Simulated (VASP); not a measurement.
# MgRe3 (Fm-3m) in VASP: equation of state, part 2 of 2

VASP 6.6.1. Earlier steps stand in the parts before.

**3. Equation of state, PBE, 14.50 Å³/atom (volume scaled by 0.96)**

The input, INCAR:

```
PREC     = Accurate       # precision mode
ENCUT    = 520            # plane-wave cutoff, eV
EDIFF    = 1E-7           # SCF threshold, eV
ISMEAR   = -1             # smearing method
SIGMA    = 0.05           # smearing width, eV
LREAL    = False          # projectors in reciprocal space
LASPH    = True           # aspherical terms in the spheres
NELM     = 80             # most SCF steps
ALGO     = Normal         # electronic algorithm
ISIF     = 2              # what is computed and relaxed
LWAVE    = False          # write WAVECAR
LCHARG   = False          # write CHGCAR
GGA      = PE             # functional
NBANDS   = 20             # bands
```

The input, KPOINTS:

```
regular mesh
0
Gamma
  7 7 7
```

The input, POSCAR:

```
MgRe3
1.0
    0.0000000000      3.0724346238      3.0724346238
    3.0724346238      0.0000000000      3.0724346238
    3.0724346238      3.0724346238      0.0000000000
Re Mg
3 1
Direct
    0.7500000000      0.7500000000      0.7500000000
    0.5000000000      0.5000000000      0.5000000000
    0.2500000000      0.2500000000      0.2500000000
    0.0000000000      0.0000000000      0.0000000000
```

Potentials or basis: VASP PAW PBE potentials, release 64 (Re, Mg).

Command:

```
$ cat potpaw_PBE.64/Re/POTCAR potpaw_PBE.64/Mg/POTCAR > POTCAR
$ mpirun -np 1 vasp_std > vasp.out
```

It took 39 s on 1 thread of AMD EPYC 7R13 (Zen 3), shared host; peak memory 0.15 GiB.

It converged, with:

* Free energy: -37.6392 eV
* Pressure: 10.8 GPa
* Band gap on the k mesh: none (metal or under the smearing width)

**4. Equation of state, PBE, 14.80 Å³/atom (volume scaled by 0.98)**

The input, INCAR:

```
  ALGO = Normal
  EDIFF = 1E-7
  ENCUT = 520
  GGA = PE
  ISIF = 2
  ISMEAR = -1
  LASPH = True
  LCHARG = False
  LREAL = False
  LWAVE = False
  NBANDS = 20
  NELM = 60
  PREC = Accurate
  SIGMA = 0.05
```

The input, KPOINTS:

```
k-points
0
Gamma
  7 7 7
```

The input, POSCAR:

```
MgRe3
1.0
    0.0000000000      3.0936244977      3.0936244977
    3.0936244977      0.0000000000      3.0936244977
    3.0936244977      3.0936244977      0.0000000000
Re Mg
3 1
Direct
    0.7500000000      0.7500000000      0.7500000000
    0.5000000000      0.5000000000      0.5000000000
    0.2500000000      0.2500000000      0.2500000000
    0.0000000000      0.0000000000      0.0000000000
```

Command:

```
$ cat potpaw_PBE.64/Re/POTCAR potpaw_PBE.64/Mg/POTCAR > POTCAR
$ mpirun -np 1 vasp_std > vasp.out
```

Run time: 59 s. Hardware: 1 thread of AMD EPYC 7R13 (Zen 3), shared host; peak memory 0.18 GiB.

Results (log left out):

- Free energy: -37.6974 eV
- Pressure: 4.6 GPa
- Band gap on the k mesh: none (metal or under the smearing width)

**5. Equation of state, PBE, 15.41 Å³/atom (volume scaled by 1.02)**

The input, INCAR:

```
PREC     = Accurate       # precision mode
ENCUT    = 520            # plane-wave cutoff, eV
EDIFF    = 1E-7           # SCF threshold, eV
ISMEAR   = -1             # smearing method
SIGMA    = 0.05           # smearing width, eV
LREAL    = F              # projectors in reciprocal space
LASPH    = T              # aspherical terms in the spheres
NELM     = 60             # most SCF steps
ALGO     = Normal         # electronic algorithm
ISIF     = 2              # what is computed and relaxed
LWAVE    = F              # write WAVECAR
LCHARG   = F              # write CHGCAR
GGA      = PE             # functional
NBANDS   = 20             # bands
```

The input, KPOINTS:

```
Automatic mesh
0
Gamma
  7 7 7
```

The input, POSCAR:

```
MgRe3
1.0
    0.0000000000      3.1351546144      3.1351546144
    3.1351546144      0.0000000000      3.1351546144
    3.1351546144      3.1351546144      0.0000000000
Re Mg
3 1
Direct
    0.7500000000      0.7500000000      0.7500000000
    0.5000000000      0.5000000000      0.5000000000
    0.2500000000      0.2500000000      0.2500000000
    0.0000000000      0.0000000000      0.0000000000
```

Command:

```
$ cat potpaw_PBE.64/Re/POTCAR potpaw_PBE.64/Mg/POTCAR > POTCAR
$ mpirun -np 1 vasp_std > vasp.out
```

Run time: 65 s. Hardware: 1 thread of AMD EPYC 7R13 (Zen 3), shared host; peak memory 0.18 GiB.

Results (log left out):

* Free energy: -37.6857 eV
* Pressure: -5.9 GPa
* Band gap on the k mesh: none (metal or under the smearing width)

**6. Equation of state, PBE, 15.71 Å³/atom (volume scaled by 1.04)**

The input, INCAR:

```
PREC = Accurate ; ENCUT = 520
EDIFF = 1E-7 ; ISMEAR = -1
SIGMA = 0.05 ; LREAL = F
LASPH = T ; NELM = 60
ALGO = Normal ; ISIF = 2
LWAVE = F ; LCHARG = F
GGA = PE ; NBANDS = 20
```

KPOINTS is that of step 5.

The input, POSCAR:

```
MgRe3
1.0
    0.0000000000      3.1555133317      3.1555133317
    3.1555133317      0.0000000000      3.1555133317
    3.1555133317      3.1555133317      0.0000000000
Re Mg
3 1
Direct
    0.7500000000      0.7500000000      0.7500000000
    0.5000000000      0.5000000000      0.5000000000
    0.2500000000      0.2500000000      0.2500000000
    0.0000000000      0.0000000000      0.0000000000
```

Potentials or basis: VASP PAW PBE potentials, release 64 (Re, Mg).

Command:

```
$ cat potpaw_PBE.64/Re/POTCAR potpaw_PBE.64/Mg/POTCAR > POTCAR
$ mpirun -np 1 vasp_std > vasp.out
```

Run time: 66 s. Hardware: 1 thread of AMD EPYC 7R13 (Zen 3), shared host; peak memory 0.18 GiB.

Results (log left out):

| Quantity | Value |
| --- | --- |
| Free energy | -37.6246 eV |
| Pressure | -10.4 GPa |
| Band gap on the k mesh | none (metal or under the smearing width) |

**7. Equation of state, PBE, 16.01 Å³/atom (volume scaled by 1.06)**

The input, INCAR:

```
PREC = Accurate
ENCUT = 520
EDIFF = 1E-7
ISMEAR = -1
SIGMA = 0.05
LREAL = F
LASPH = T
NELM = 80
ALGO = Normal
ISIF = 2
LWAVE = F
LCHARG = F
GGA = PE
NBANDS = 20
```

The input, KPOINTS:

```
regular mesh
0
Gamma
  7 7 7
```

The input, POSCAR:

```
MgRe3
1.0
    0.0000000000      3.1756126846      3.1756126846
    3.1756126846      0.0000000000      3.1756126846
    3.1756126846      3.1756126846      0.0000000000
Re Mg
3 1
Direct
    0.7500000000      0.7500000000      0.7500000000
    0.5000000000      0.5000000000      0.5000000000
    0.2500000000      0.2500000000      0.2500000000
    0.0000000000      0.0000000000      0.0000000000
```

Potentials or basis: VASP PAW PBE potentials, release 64 (Re, Mg).

Command:

```
$ cat potpaw_PBE.64/Re/POTCAR potpaw_PBE.64/Mg/POTCAR > POTCAR
$ mpirun -np 1 vasp_std > vasp.out
```

OUTCAR:

```text
PREC = Accurate
   ENCUT = 520
   EDIFF = 1E-7
   ISMEAR = -1
   LREAL = F
   LASPH = T
   NELM = 80
   ISIF = 2
   GGA = PE

 Found     20 irreducible k-points:

 Following reciprocal coordinates:
            Coordinates               Weight
  0.000000  0.000000  0.000000      1.000000
  0.142857  0.000000  0.000000      8.000000
  0.285714  0.000000  0.000000      8.000000
  0.428571  0.000000  0.000000      8.000000
[... 217 lines left out ...]

  FORCE on cell =-STRESS in cart. coord.  units (eV):
  Direction    XX          YY          ZZ          XY          YZ          ZX
  --------------------------------------------------------------------------------------
  -------------------------------------------------------------------------------------
  Total       -5.7260306     -5.7260306     -5.7260306      0.0000000      0.0000000     -0.0000000
  in kB     -143.2358300   -143.2358300   -143.2358300      0.0000000      0.0000000     -0.0000000
  external PRESSURE =    -143.2358300 kB  Pullay stress =       0.0000000 kB

 VOLUME and BASIS-vectors are now :
 -----------------------------------------------------------------------------
  energy-cutoff  :      520.00
  volume of cell :       64.05
      direct lattice vectors                 reciprocal lattice vectors
     0.000000000  3.175612685  3.175612685    -0.157449932  0.157449932  0.157449932
     3.175612685  0.000000000  3.175612685     0.157449932 -0.157449932  0.157449932
     3.175612685  3.175612685  0.000000000     0.157449932  0.157449932 -0.157449932

 POSITION                                       TOTAL-FORCE (eV/Angst)
 -----------------------------------------------------------------------------------
      4.76342      4.76342      4.76342         0.000000      0.000000      0.000000
      3.17561      3.17561      3.17561         0.000000     -0.000000     -0.000000
      1.58781      1.58781      1.58781        -0.000000     -0.000000     -0.000000
      0.00000      0.00000      0.00000         0.000000     -0.000000     -0.000000
 -----------------------------------------------------------------------------------
    total drift:                                0.000000      0.000000      0.000000

  FREE ENERGIE OF THE ION-ELECTRON SYSTEM (eV)
  ---------------------------------------------------
  free  energy   TOTEN  =       -37.5318470758 eV

  energy  without entropy=      -37.5115835800  energy(sigma->0) =      -37.52171533
```

stdout:

```text
POSCAR found type information on POSCAR ReMg
 POSCAR found :  2 types and       4 ions
 scaLAPACK will be used
 LDA part: xc-table for (Slater+PW92), standard interpolation
 POSCAR, INCAR and KPOINTS ok, starting setup
 FFT: planning ... GRIDC
 FFT: planning ... GRID_SOFT
 FFT: planning ... GRID
 WAVECAR not read
 entering main loop
```

Run time: 66 s. Hardware: 1 thread of AMD EPYC 7R13 (Zen 3), shared host; peak memory 0.18 GiB.

What came out:

- Free energy: -37.5318 eV
- Pressure: -14.3 GPa
- Band gap on the k mesh: none (metal or under the smearing width)

**8. Equation of state, PBE**

Potentials or basis: VASP PAW PBE potentials, release 64 (Re, Mg).

This step only gathers the single runs of the series.

Results:

```yaml
Equilibrium_volume: 15.06 Å³/atom
Bulk_modulus: 266 GPa
Pressure_derivative_of_the_bulk_modulus: 4.5
```

Energy against volume, from the lowest point:
```csv
volume (Å³/atom),energy (meV/atom)
14.200,44.93
14.502,18.03
14.804,3.48
15.106,0.00
15.408,6.42
15.710,21.69
16.012,44.88
```

Spin-orbit coupling is left out, which matters for the levels of Re.
